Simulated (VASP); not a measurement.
A convergence study with VASP on CeO2 (fluorite): one setting is varied, all else stays as given below, so the limit is that of these other settings. Each run relaxes cell and ions from the cell shown.

```xyz
3
Lattice="0.0000 2.7050 2.7050 2.7050 0.0000 2.7050 2.7050 2.7050 0.0000" Properties=species:S:1:pos:R:3 pbc="T T T"
Ce     0.0000     0.0000     0.0000
O      1.3525     1.3525     1.3525
O      4.0575     4.0575     4.0575
```

Calculation: PBEsol GGA, VASP's PBE PAW potentials (set 64) (plane waves; VASP). The tightest run used: 700 eV cut-off, 11×11×11 Γ-centred mesh, Gaussian smearing of 0.050 eV, potentials Ce O.

Gaps are read on the run's mesh, which can miss a band edge.

| setting | relaxed volume (Å³/atom) | E (eV/atom) | gap on the mesh (eV) | irreducible k-points |
|---|---|---|---|---|
| 2×2×2 mesh | 13.316 | -9.1093 | 2.627 | 3 |
| 3×3×3 mesh | 13.097 | -9.1827 | 2.160 | 4 |
| 4×4×4 mesh | 13.103 | -9.1843 | 1.973 | 8 |

### Question
These are the cheaper rows. Estimate the results at 11×11×11 mesh, and how far the last row shown lies from them.

### Answer

```tsv
quantity	tightest run	last row shown is off by
relaxed volume (Å³/atom)	13.103	0.000
E (eV/atom)	-9.1845	0.0002
gap on the mesh (eV)	1.975	-0.002
```

Left out are rungs that failed or repeat a setting and relaxations that didn't move; long series are thinned to 24 rows.

The compound is CeO2 in the fluorite structure. The run is not spin-polarised, so no magnetic state was tried.
